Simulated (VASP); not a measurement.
Output of a VASP run:

**OSZICAR**
```
...
  15 F= -.41877642E+03 E0= -.41877642E+03  d E =-.418539E-02  mag=     1.0000
       N       E                     dE             d eps       ncg     rms          rms(c)
DAV:   1    -0.418777432070E+03   -0.10061E-02   -0.30822E-01   736   0.142E+00    0.115E-01
RMM:   2    -0.418777855985E+03   -0.42392E-03   -0.60051E-03   737   0.173E-01    0.549E-02
RMM:   3    -0.418777890419E+03   -0.34433E-04   -0.96464E-04   803   0.630E-02    0.376E-02
RMM:   4    -0.418777865028E+03    0.25390E-04   -0.17488E-04   747   0.282E-02    0.152E-02
RMM:   5    -0.418777866875E+03   -0.18466E-05   -0.39674E-05   514   0.131E-02
  16 F= -.41877787E+03 E0= -.41877787E+03  d E =-.144407E-02  mag=     1.0000
       N       E                     dE             d eps       ncg     rms          rms(c)
DAV:   1    -0.418777868459E+03   -0.34301E-05   -0.54074E-04   800   0.592E-02    0.573E-03
RMM:   2    -0.418777868708E+03   -0.24955E-06   -0.87861E-06   443   0.657E-03    0.267E-03
RMM:   3    -0.418777868625E+03    0.82830E-07   -0.86974E-07   328   0.239E-03    0.151E-03
RMM:   4    -0.418777868574E+03    0.51616E-07   -0.27181E-07   184   0.153E-03
  17 F= -.41877787E+03 E0= -.41877787E+03  d E =-.144577E-02  mag=     1.0000
       N       E                     dE             d eps       ncg     rms          rms(c)
DAV:   1    -0.418778302952E+03   -0.43433E-03   -0.36988E-01   736   0.155E+00    0.103E-01
RMM:   2    -0.418778746882E+03   -0.44393E-03   -0.59377E-03   737   0.168E-01    0.453E-02
RMM:   3    -0.418778804401E+03   -0.57519E-04   -0.10055E-03   806   0.638E-02    0.341E-02
RMM:   4    -0.418778782148E+03    0.22253E-04   -0.14324E-04   747   0.262E-02    0.152E-02
RMM:   5    -0.418778782962E+03   -0.81343E-06   -0.39181E-05   538   0.133E-02
  18 F= -.41877878E+03 E0= -.41877878E+03  d E =-.914388E-03  mag=     1.0000
       N       E                     dE             d eps       ncg     rms          rms(c)
DAV:   1    -0.418778795212E+03   -0.13063E-04   -0.44140E-03   864   0.170E-01    0.109E-02
RMM:   2    -0.418778799269E+03   -0.40570E-05   -0.61710E-05   597   0.169E-02    0.457E-03
RMM:   3    -0.418778799498E+03   -0.22954E-06   -0.83729E-06   434   0.635E-03    0.305E-03
RMM:   4    -0.418778799308E+03    0.19040E-06   -0.13754E-06   326   0.266E-03
  19 F= -.41877880E+03 E0= -.41877880E+03  d E =-.930734E-03  mag=     1.0000
       N       E                     dE             d eps       ncg     rms          rms(c)
DAV:   1    -0.418778822879E+03   -0.23381E-04   -0.32211E-01   736   0.144E+00    0.100E-01
RMM:   2    -0.418779266803E+03   -0.44392E-03   -0.55369E-03   736   0.158E-01    0.422E-02
RMM:   3    -0.418779320903E+03   -0.54100E-04   -0.92470E-04   803   0.596E-02    0.312E-02
RMM:   4    -0.418779300848E+03    0.20055E-04   -0.12274E-04   743   0.245E-02    0.132E-02
RMM:   5    -0.418779301588E+03   -0.73947E-06   -0.34373E-05   520   0.126E-02
  20 F= -.41877930E+03 E0= -.41877930E+03  d E =-.502280E-03  mag=     1.0000
       N       E                     dE             d eps       ncg     rms          rms(c)
DAV:   1    -0.418779314658E+03   -0.13810E-04   -0.13089E-02   800   0.291E-01    0.193E-02
RMM:   2    -0.418779330653E+03   -0.15995E-04   -0.20745E-04   723   0.305E-02    0.808E-03
RMM:   3    -0.418779331918E+03   -0.12645E-05   -0.29951E-05   519   0.113E-02    0.554E-03
RMM:   4    -0.418779331313E+03    0.60481E-06   -0.47555E-06   436   0.477E-03
  21 F= -.41877933E+03 E0= -.41877933E+03  d E =-.532005E-03  mag=     1.0000
```

### OUTCAR
```
------------------------ aborting loop because EDIFF is reached ----------------------------------------
  FORCE on cell =-STRESS in cart. coord.  units (eV):
  Direction    XX          YY          ZZ          XY          YZ          ZX
  --------------------------------------------------------------------------------------
  Total       44.7498821     45.2147215     37.0755589      0.1820829     -0.0004046     -0.0167886
  in kB       82.7261737     83.5854918     68.5391554      0.3366047     -0.0007479     -0.0310359
  external PRESSURE =      78.2836070 kB  Pullay stress =       0.0000000 kB
  volume of cell :      866.68
      direct lattice vectors                 reciprocal lattice vectors
     4.868317893 -8.432173817  0.000000000     0.102704879 -0.059296690  0.000000000
     4.868317893  8.432173817  0.000000000     0.102704879  0.059296690  0.000000000
     0.000000000  0.000000000 10.556283981     0.000000000  0.000000000  0.094730305
  FREE ENERGIE OF THE ION-ELECTRON SYSTEM (eV)
  ---------------------------------------------------
  free  energy   TOTEN  =      -418.7793313130 eV

  energy  without entropy=     -418.7793313130  energy(sigma->0) =     -418.77933131

 total charge

# of ion       s       p       d       tot
------------------------------------------
    1        1.006   1.378   0.374   2.758
    2        1.009   1.357   0.364   2.730
    3        1.027   1.315   0.329   2.671
    4        0.997   1.314   0.353   2.664
    5        1.006   1.378   0.374   2.757
    6        1.011   1.380   0.372   2.762
    7        1.027   1.315   0.329   2.670
    8        1.012   1.379   0.372   2.763
    9        1.007   1.364   0.365   2.737
   10        1.011   1.380   0.372   2.763
   11        1.007   1.371   0.368   2.747
   12        1.012   1.380   0.372   2.764
   13        1.009   1.370   0.368   2.746
   14        1.009   1.357   0.364   2.729
   15        1.027   1.436   0.390   2.854
   16        0.997   1.315   0.353   2.665
   17        1.006   1.377   0.373   2.756
   18        1.009   1.357   0.364   2.730
   19        1.029   1.311   0.326   2.666
   20        0.997   1.316   0.353   2.666
   21        1.009   1.369   0.367   2.744
   22        1.008   1.375   0.370   2.753
   23        1.028   1.437   0.390   2.855
   24        1.008   1.353   0.361   2.723
   25        1.009   1.368   0.367   2.744
   26        1.008   1.375   0.370   2.752
   27        1.027   1.436   0.390   2.852
   28        1.008   1.353   0.361   2.723
   29        1.007   1.364   0.365   2.736
   30        1.010   1.381   0.372   2.763
   31        1.008   1.372   0.368   2.747
   32        1.012   1.379   0.372   2.763
   33        1.007   1.365   0.365   2.737
   34        1.008   1.374   0.370   2.752
   35        1.008   1.372   0.368   2.748
   36        1.008   1.353   0.361   2.723
   37        1.384   1.338   0.294   3.015
   38        1.257   2.436   0.000   3.693
   39        1.249   2.449   0.000   3.698
   40        1.252   2.450   0.000   3.703
   41        1.287   2.373   0.000   3.660
   42        1.257   2.436   0.000   3.693
   43        1.247   2.458   0.000   3.705
   44        1.252   2.451   0.000   3.703
   45        1.251   2.451   0.000   3.702
   46        1.249   2.450   0.000   3.699
   47        1.247   2.458   0.000   3.705
   48        1.250   2.447   0.000   3.698
...
```
(Selected blocks of OUTCAR.)

### POSCAR
```
Ga37N36
1
    4.8683178927    -8.4321738171     0.0000000000
    4.8683178927     8.4321738171     0.0000000000
    0.0000000000     0.0000000000    10.5562839806
Ga N
37 36
Direct
  0.2222220000   0.1111110000   0.2500000000
  0.1111110000   0.2222220000   0.0000000000
  0.2252070000   0.1151630000   0.7480360000
  0.1075820000   0.2211740000   0.4992540000
  0.2222220000   0.4444440000   0.2500000000
  0.1111110000   0.5555560000   0.0000000000
  0.2260990000   0.4435850000   0.7485860000
  0.1111110000   0.5555560000   0.5000000000
  0.2222220000   0.7777780000   0.2500000000
  0.1111110000   0.8888890000   0.0000000000
  0.2222220000   0.7777780000   0.7500000000
  0.1111110000   0.8888890000   0.5000000000
  0.5555560000   0.1111110000   0.2500000000
  0.4444440000   0.2222220000   0.0000000000
  0.5555560000   0.1111110000   0.7500000000
  0.4461440000   0.2185300000   0.4976840000
  0.5555560000   0.4444440000   0.2500000000
  0.4444440000   0.5555560000   0.0000000000
  0.5498240000   0.4400290000   0.7534860000
  0.4397140000   0.5552520000   0.4992920000
  0.5555560000   0.7777780000   0.2500000000
  0.4444440000   0.8888890000   0.0000000000
  0.5555560000   0.7777780000   0.7500000000
  0.4444440000   0.8888890000   0.5000000000
  0.8888890000   0.1111110000   0.2500000000
  0.7777780000   0.2222220000   0.0000000000
  0.8888890000   0.1111110000   0.7500000000
  0.7777780000   0.2222220000   0.5000000000
  0.8888890000   0.4444440000   0.2500000000
  0.7777780000   0.5555560000   0.0000000000
  0.8888890000   0.4444440000   0.7500000000
  0.7777780000   0.5555560000   0.5000000000
  0.8888890000   0.7777780000   0.2500000000
  0.7777780000   0.8888890000   0.0000000000
  0.8888890000   0.7777780000   0.7500000000
  0.7777780000   0.8888890000   0.5000000000
  0.3350940000   0.3360530000   0.5994280000
  0.2201580000   0.1095420000   0.4359970000
  0.1111110000   0.2222220000   0.1885000000
  0.2222220000   0.1111110000   0.9385000000
  0.1104420000   0.2161160000   0.6865010000
  0.2230530000   0.4445900000   0.4340300000
  0.1111110000   0.5555560000   0.1885000000
  0.2222220000   0.4444440000   0.9385000000
  0.1111110000   0.5555560000   0.6885000000
  0.2222220000   0.7777780000   0.4385000000
  0.1111110000   0.8888890000   0.1885000000
  0.2222220000   0.7777780000   0.9385000000
  0.1111110000   0.8888890000   0.6885000000
  0.5555560000   0.1111110000   0.4385000000
  0.4444440000   0.2222220000   0.1885000000
  0.5555560000   0.1111110000   0.9385000000
  0.4437440000   0.2167000000   0.6892040000
  0.5519610000   0.4441200000   0.4357410000
  0.4444440000   0.5555560000   0.1885000000
  0.5555560000   0.4444440000   0.9385000000
  0.4470490000   0.5578830000   0.6904340000
  0.5555560000   0.7777780000   0.4385000000
  0.4444440000   0.8888890000   0.1885000000
  0.5555560000   0.7777780000   0.9385000000
  0.4444440000   0.8888890000   0.6885000000
  0.8888890000   0.1111110000   0.4385000000
  0.7777780000   0.2222220000   0.1885000000
  0.8888890000   0.1111110000   0.9385000000
  0.7777780000   0.2222220000   0.6885000000
  0.8888890000   0.4444440000   0.4385000000
  0.7777780000   0.5555560000   0.1885000000
  0.8888890000   0.4444440000   0.9385000000
  0.7777780000   0.5555560000   0.6885000000
  0.8888890000   0.7777780000   0.4385000000
  0.7777780000   0.8888890000   0.1885000000
  0.8888890000   0.7777780000   0.9385000000
  0.7777780000   0.8888890000   0.6885000000
```

**Question.** Reconstruct the remaining input files.

**Answer.** Several could match; the one computed here: the input of the run itself, PBE GGA, plane waves, VASP's PBE PAW potentials (set 64).

**KPOINTS**
```
Automatic mesh
0
Gamma
1 1 1
0 0 0
```

### INCAR
```
SYSTEM = Ga37N36
PREC = Normal; ENCUT = 400; LREAL = Auto
LASPH = .TRUE.; ISYM = 0; NELECT = 293.0
EDIFF = 1E-5; NELM = 100; NELMIN = 4
ALGO = Fast; LMAXMIX = 4
ISMEAR = 0; SIGMA = 0.05
GGA = PE
ISPIN = 2; MAGMOM = 73*0.0137; NUPDOWN = 1
IBRION = 2; NSW = 60; ISIF = 2
EDIFFG = -0.03
LWAVE = .FALSE.; LCHARG = .FALSE.; LORBIT = 10
```

POTCAR, in this order: Ga N (PBE.64 set). Program: vasp_gam.

At this cut-off the stress carries a Pulay error, which pulls relaxed volumes low. The cell is charged, with a uniform compensating background. The supercell is sampled at Γ alone, which is coarse: total energies, pressure and levels can be off, energies of defects by several tenths of an eV.

The cell is a supercell with a defect, built from GaN (wurtzite): Ga_i, charge -2.
